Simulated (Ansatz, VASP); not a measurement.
Al2Si in VASP and in Ansatz

File INCAR:

```
PREC = Accurate ; ENCUT = 600
EDIFF = 1E-6 ; ISMEAR = 0
SIGMA = 0.1 ; LREAL = False
LASPH = True ; NELM = 80
ALGO = Normal ; ISIF = 3
LWAVE = False ; LCHARG = False
GGA = PE ; IBRION = 2
NSW = 90 ; EDIFFG = -0.04
```

File KPOINTS:

```
regular mesh
0
Gamma
  6 6 4
```

POSCAR

```
Al2Si
1.0
    2.7633999100      0.0000000000      0.0000000000
    0.0000000000      2.7633999100      0.0000000000
    0.0000000000      0.0000000000      5.7015876700
Al Si
2 1
Direct
    0.5000000000      0.5000000000      0.2949999900
    0.5000000000      0.5000000000      0.7050000100
    0.0000000000      0.0000000000      0.0000000000
```

Input for Ansatz:

```yaml
crystal:
  lattice:
    - [2.76339991, 0.0, 0.0]
    - [0.0, 2.76339991, 0.0]
    - [0.0, 0.0, 5.70158767]
  atoms:
    - { symbol: Al, position: [0.5, 0.5, 0.29499999] }
    - { symbol: Al, position: [0.5, 0.5, 0.70500001] }
    - { symbol: Si, position: [0.0, 0.0, 0.0] }
basis:
  ecutwfc: 420
kpoints:
  mp_grid: { grid: [6, 6, 4] }
hamiltonian:
  xc: pbe
scf:
  occupations: { method: gaussian, width: 0.1 }
  lower_state_search: "off"
output:
  forces: true
  stress: true
  eigenvalues: true
relax:
  adjacent_minimum: "off"
  f_tol: 0.04
  max_steps: 70
  cell: { stress_tol: 0.4 }
```

Change from the starting cell: species swapped into the Ga2Cu type (P4/mmm, No. 123).

Alike in both runs: task relaxation of cell and atoms; functional PBE; k mesh 6 × 6 × 4; occupations gaussian, width 0.1 eV; no spin polarisation.

```csv
,VASP,Ansatz
version,VASP 6.6.1,Ansatz 0.2.0
potentials or method,"VASP PAW PBE potentials, release 64 (Al, Si)","scalar-relativistic, plane waves, PAW"
plane-wave cutoff (eV),600,420
valence electrons in the cell,10,10
```

Ansatz gave:

* gap on the k mesh at the Fermi level, each at its own relaxed structure (eV): none
* relaxed volume (Å³/atom): 17.30
* relaxed cell length with the largest relative difference (Å): 6.250
* energy change over the relaxation (meV/atom): -151

Problem. Which values does VASP return?

Solution. gap on the k mesh at the Fermi level, each at its own relaxed structure (eV): none; relaxed volume (Å³/atom): 17.28; relaxed cell length with the largest relative difference (Å): 6.230; energy change over the relaxation (meV/atom): -150.

A gap of «none» marks a metal or a gap that the smearing closes.

Caveats: the k mesh is coarse (spacing up to 0.38 Å⁻¹), so the values aren't converged; the volume moved by over 15 % at a fixed basis, so the end points are rough (VASP).
